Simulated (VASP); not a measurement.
Here is the system:

```
CELL_PARAMETERS angstrom
      4.05527     0.00000     0.00000
      0.00000     4.05527     0.00000
      0.00000     0.00000     7.14054
ATOMIC_POSITIONS crystal
  Pt 0.00000 0.50000 0.00000
  Pt 0.50000 0.00000 0.50000
  Te 0.00000 0.00000 0.25000
  Te 0.00000 0.00000 0.75000
```

Calculation: PBE GGA, VASP's PBE PAW potentials (set 64) (plane waves; VASP). Numerical set-up: 150 eV cut-off, 5×5×3 Γ-centred mesh, Gaussian smearing of 0.050 eV, potentials Pt Te.

At this cut-off the stress carries a Pulay error, which pulls relaxed volumes low. Unless said otherwise, spin-orbit coupling is left out, though it shifts the bands of the heavy elements here.

Problem. Estimate the energy per atom (σ→0), pressure, band gap (on the k-mesh) with the smallest direct gap where there is one.

Solution. 
| Property | Result |
|---|---|
| band gap (on the k-mesh) | none (metal, semimetal or under 0.01 eV) |
| energy per atom (σ→0) | -4.568 eV/atom |
| pressure | -64.54 GPa |

Total energies compare only between runs with the same potentials, cut-off and functional.

The structure was generated: TePt was put into the PtS type (P4_2/mmc), which need not be its known phase. The cell was not relaxed at this level. The k-mesh is coarse (spacing up to 0.31 per Å, 2π included), so the numbers may not be converged in it. The run is one of a series of settings (ENCUT = 150 against the base run), some of them coarse on purpose.
